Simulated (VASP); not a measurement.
Given:

```xyz
4
Lattice="3.7139 0.0000 0.0000 0.0000 3.7139 0.0000 0.0000 0.0000 3.7139" Properties=species:S:1:pos:R:3 pbc="T T T"
Cu     0.0000     1.8570     1.8570
Cu     1.8570     0.0000     1.8570
Cu     1.8570     1.8570     0.0000
Au     0.0000     0.0000     0.0000
```

Computed with AM05 GGA, VASP's PBE PAW potentials (set 64) (plane waves; VASP). Run with 520 eV cut-off, 9×9×9 Γ-centred mesh, tetrahedra with Blöchl corrections, potentials Cu Au.

The cores are frozen, which limits the accuracy of field gradients.

Task: Give the principal components of the electric field gradient (V/Å²) and the asymmetry η at each nucleus.

Result: 
```
atom    Vxx    Vyy   Vzz     η
----  -----  -----  ----  ----
Cu1   -10.2  -10.2  20.3  0.00
Cu2   -10.2  -10.2  20.3  0.00
Cu3   -10.2  -10.2  20.3  0.00
Au4     0.0    0.0   0.0     -
```

The compound is Cu3Au in the L1_2 structure. It was relaxed first.
